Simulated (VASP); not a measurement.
Given:

```
CELL_PARAMETERS angstrom
      0.00000     2.58585     2.58585
      2.58585     0.00000     2.58585
      2.58585     2.58585     0.00000
ATOMIC_POSITIONS crystal
  K  0.00000 0.00000 0.00000
  F  0.50000 0.50000 0.50000
```

Level of theory: LDA (Ceperley-Alder, Perdew-Zunger), VASP's LDA PAW potentials (set 64) (plane waves; VASP 6.6.1). Run with 520 eV cut-off, 9×9×9 Γ-centred mesh, Gaussian smearing of 0.010 eV, potentials K_sv F.

**Question.** Give the electronic dielectric tensor ε∞ (DFPT, local fields included).

**Answer.** 
```
2.09  0.00  0.00
0.00  2.09  0.00
0.00  0.00  2.09
```

**Question.** Give the Born effective charges.

**Answer.** 
| atom | Z*xx | Z*yy | Z*zz | mean |
|---|---|---|---|---|
| K1 | 1.15 | 1.15 | 1.15 | 1.15 |
| F2 | -1.15 | -1.15 | -1.15 | -1.15 |

**Question.** And the static tensor with the ions free?

**Answer.** 
```
5.33  0.00  0.00
0.00  5.33  0.00
0.00  0.00  5.33
```

**Question.** Which frequencies do the optical Γ-point modes have (no LO-TO splitting)?

**Answer.** 213 (×3) cm⁻¹.

The compound is KF in the rock salt structure. It was relaxed first, which changed the volume by -10 %.
